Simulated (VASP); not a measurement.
AlB3P4:

```xyz
8
Lattice="5.4281 0.0000 0.0000 0.0000 5.4281 0.0000 0.0000 0.0000 4.2831" Properties=species:S:1:pos:R:3 pbc="T T T"
Al    0.0000    0.0000    2.1415
B     0.0000    2.7141    2.1415
B     2.7141    0.0000    2.1415
B     0.0000    0.0000    0.0000
P     3.9970    0.0000    0.0000
P     1.4311    0.0000    0.0000
P     0.0000    3.9970    0.0000
P     0.0000    1.4311    0.0000
```

The cell was built by a generator and needn't be a form met in nature.

- Program: VASP 6.6.1
- Task: relaxation of cell and atoms
- Functional: PBE
- Potentials or basis: VASP PAW PBE potentials, release 64 (Al, B, P)
- Cutoff: 520 eV
- k mesh: 3 × 3 × 3
- Occupations: gaussian, width 0.15 eV
- Spin: no spin polarisation

At the start: pressure 57.3 GPa; volume 15.77 Å³/atom.

Q: How do energy, volume and symmetry change on relaxing?

A: Over 21 steps the energy falls by 2381.6 meV/atom and the volume is 20.04 Å³/atom (+27.0 %); space group P4/mmm (No. 123, to 0.05 Å).

Step by step:
```csv
step,energy change (eV),largest force (eV/Å),pressure (GPa),volume (Å³)
1,0.0000,23.7924,57.32,126.20
2,1219.6395,2426.9740,365.99,250.86
3,-11.6216,0.0286,18.80,127.80
4,-14.1142,0.3694,17.17,127.97
5,-14.2237,1.1572,16.79,128.87
6,188.4243,340.2665,171.89,184.72
7,-11.7938,13.4429,26.78,129.29
8,-11.9069,12.9359,26.63,128.96
9,-9.4949,10.5907,16.74,172.84
10,-12.8199,7.4536,9.48,159.89
11,-14.2470,5.6192,6.82,152.69
12,-15.1180,1.1772,8.65,138.57
13,-15.2180,2.2066,7.21,141.92
14,-17.8781,0.8866,-1.60,157.58
15,-18.7432,1.0596,-3.90,175.21
16,-18.7984,0.8674,-4.10,171.45
17,-18.7939,0.8553,-4.05,170.39
18,-19.0332,0.4226,0.36,160.31
19,-19.0333,0.4338,0.32,160.45
20,-19.0514,0.0921,0.25,160.24
21,-19.0526,0.0413,0.28,160.29
```

Final structure:
```xyz
8
Lattice="6.5349 0.0000 0.0000 0.0000 6.5349 0.0000 0.0000 0.0000 3.7533" Properties=species:S:1:pos:R:3 pbc="T T T"
Al    0.0000    0.0000    1.8767
B     0.0000    3.2675    1.8767
B     3.2675    0.0000    1.8767
B     0.0000    0.0000    0.0000
P     4.4118    0.0000    0.0000
P     2.1231    0.0000    0.0000
P     0.0000    4.4118    0.0000
P     0.0000    2.1231    0.0000
```

Caveat: the k mesh is coarse (spacing up to 0.49 Å⁻¹), so the values aren't converged; the volume moved by over 15 % at a fixed basis, so the end points are rough.
